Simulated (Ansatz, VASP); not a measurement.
Two plane-wave programs on Sn2Bi3O3

```
Sn Bi O
1.0
     4.22512    2.43937    2.93145
    -4.22512    2.43937    2.93145
     0.00000   -4.87874    2.93145
Sn Bi O
2 3 3
Direct
  0.33791 0.33791 0.33791
  0.66209 0.66209 0.66209
  0.78491 0.21509 0.00000
  0.21509 0.00000 0.78491
  0.00000 0.78491 0.21509
  0.68934 0.31066 0.50000
  0.31066 0.50000 0.68934
  0.50000 0.68934 0.31066
```

Change from the starting cell: species swapped into the V3Cr3Si2 type (R32, No. 155).

Alike in both runs: functional PBE; k mesh 3 × 3 × 3; occupations gaussian, width 0.2 eV; no spin polarisation.

Ansatz relaxed the structure, and its values are those at the end. VASP's run is a single point on that final structure, the one shown.

|  | VASP | Ansatz |
| --- | --- | --- |
| version | VASP 6.6.1 | Ansatz 0.2.0 |
| potentials or method | VASP PAW PBE potentials, release 64 (Sn_d, Bi_d, O) | scalar-relativistic, plane waves, PAW |
| plane-wave cutoff (eV) | 520 | 420 |
| valence electrons in the cell | 91 | 91 |

VASP gave:

```
gap on the k mesh at the Fermi level (eV) : none
pressure (GPa)                            : 0.3
rms of the force components (eV/Å)        : 0.023
```

Question: Which values does Ansatz return?

Answer: gap on the k mesh at the Fermi level (eV): none; pressure (GPa): 0.3; rms of the force components (eV/Å): 0.015.

A gap of «none» marks a metal or a gap that the smearing closes. The functional is the same, so the differences come from potentials, cutoffs and numerics.

Caveats: the k mesh is coarse (spacing up to 0.37 Å⁻¹), so the values aren't converged; spin-orbit coupling is left out, which moves the levels of the heavy elements; an odd number of electrons without spin polarisation forces a metal; a magnetic or distorted state may lie lower.
